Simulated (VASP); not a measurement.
Calculation: PBE GGA, VASP's PBE PAW potentials (set 64) (plane waves; VASP).

VASP input:

**POSCAR**
```
BPt
1
    5.3553380000     0.0000000000     0.0000000000
   -2.6776690000     4.6378590000     0.0000000000
    0.0000000000     0.0000000000     4.3212980000
Pt B
3 3
Direct
  0.5000000000   0.0000000000   0.0000000000
  0.5000000000   0.5000000000   0.0000000000
  0.0000000000   0.5000000000   0.0000000000
  0.0000000000   0.0000000000   0.0000000000
  0.3333330000   0.6666670000   0.5000000000
  0.6666670000   0.3333330000   0.5000000000
```

KPOINTS:
```
Automatic mesh
0
gamma
 4 4 4
```

**INCAR**
```
! general
SYSTEM  = BPt
PREC    = Accurate
ENCUT   = 400
LREAL   = .False.
LASPH   = .True.

! electronic loop
EDIFF   = 1E-6
NELM    = 100
ALGO    = Normal
LMAXMIX = 6

! smearing
ISMEAR  = 0
SIGMA   = 0.136

! functional
GGA     = PE

! ions
ISIF    = 2

! output
LWAVE   = .False.
LCHARG  = .False.
```

POTCAR, in this order: Pt B (PBE.64 set). Program: vasp_std.

The run wrote:

**OSZICAR**
```
       N       E                     dE             d eps       ncg     rms          rms(c)
DAV:   1     0.150922435921E+03    0.15092E+03   -0.15558E+04   552   0.122E+03
DAV:   2    -0.214932941295E+02   -0.17242E+03   -0.16788E+03   643   0.237E+02
DAV:   3    -0.322299942952E+02   -0.10737E+02   -0.10479E+02   848   0.470E+01
DAV:   4    -0.324734782609E+02   -0.24348E+00   -0.24248E+00   685   0.804E+00
DAV:   5    -0.324843050509E+02   -0.10827E-01   -0.10816E-01   872   0.144E+00    0.165E+01
DAV:   6    -0.313175022491E+02    0.11668E+01   -0.15515E+01   782   0.235E+01    0.101E+01
DAV:   7    -0.308915597569E+02    0.42594E+00   -0.22490E+00   695   0.898E+00    0.560E+00
DAV:   8    -0.308466124179E+02    0.44947E-01   -0.35955E-01   704   0.321E+00    0.931E-01
DAV:   9    -0.308366141619E+02    0.99983E-02   -0.22507E-02   739   0.919E-01    0.571E-01
DAV:  10    -0.308348039160E+02    0.18102E-02   -0.19683E-02   727   0.652E-01    0.116E-01
DAV:  11    -0.308347969240E+02    0.69919E-05   -0.13299E-03   671   0.242E-01    0.418E-02
DAV:  12    -0.308348926633E+02   -0.95739E-04   -0.16336E-04   644   0.703E-02    0.261E-02
DAV:  13    -0.308348923490E+02    0.31431E-06   -0.50220E-05   811   0.320E-02    0.836E-03
DAV:  14    -0.308348920703E+02    0.27867E-06   -0.78414E-06   714   0.169E-02
   1 F= -.30834892E+02 E0= -.30822268E+02  d E =-.252479E-01
```

**OUTCAR**
```
------------------------ aborting loop because EDIFF is reached ----------------------------------------
  FORCE on cell =-STRESS in cart. coord.  units (eV):
  Direction    XX          YY          ZZ          XY          YZ          ZX
  --------------------------------------------------------------------------------------
  Total      -12.2028521    -12.2028534    -23.5025175      0.0000000      0.0000000      0.0000000
  in kB     -182.1601126   -182.1601319   -350.8377543      0.0000000      0.0000000      0.0000000
  external PRESSURE =    -238.3859996 kB  Pullay stress =       0.0000000 kB
  volume of cell :      107.33
      direct lattice vectors                 reciprocal lattice vectors
     5.355338000  0.000000000  0.000000000     0.186729577  0.107808366  0.000000000
    -2.677669000  4.637859000  0.000000000     0.000000000  0.215616732  0.000000000
     0.000000000  0.000000000  4.321298000     0.000000000  0.000000000  0.231411951
 POSITION                                       TOTAL-FORCE (eV/Angst)
 -----------------------------------------------------------------------------------
      2.67767      0.00000      0.00000        -0.000000      0.000000      0.000000
      1.33883      2.31893      0.00000        -0.000000      0.000000      0.000000
     -1.33883      2.31893      0.00000        -0.000000      0.000000      0.000000
      0.00000      0.00000      0.00000         0.000000      0.000000      0.000000
     -0.00000      3.09191      2.16065        -0.000000      0.000000      0.000000
      2.67767      1.54595      2.16065         0.000000      0.000000      0.000000
 -----------------------------------------------------------------------------------
    total drift:                                0.000000      0.000000     -0.000000
  FREE ENERGIE OF THE ION-ELECTRON SYSTEM (eV)
  ---------------------------------------------------
  free  energy   TOTEN  =       -30.8348920703 eV

  energy  without entropy=      -30.8096441639  energy(sigma->0) =      -30.82226812
```
(Selected blocks of OUTCAR.)

At this cut-off the stress carries a Pulay error, which pulls relaxed volumes low.

The structure was generated: BPt was put into an ordered model structure, which need not be its known phase. The cell was not relaxed at this level. The k-mesh is coarse (spacing up to 0.36 per Å, 2π included), so the numbers may not be converged in it. The electron count is odd and the run is not spin-polarised, which forces a metal.
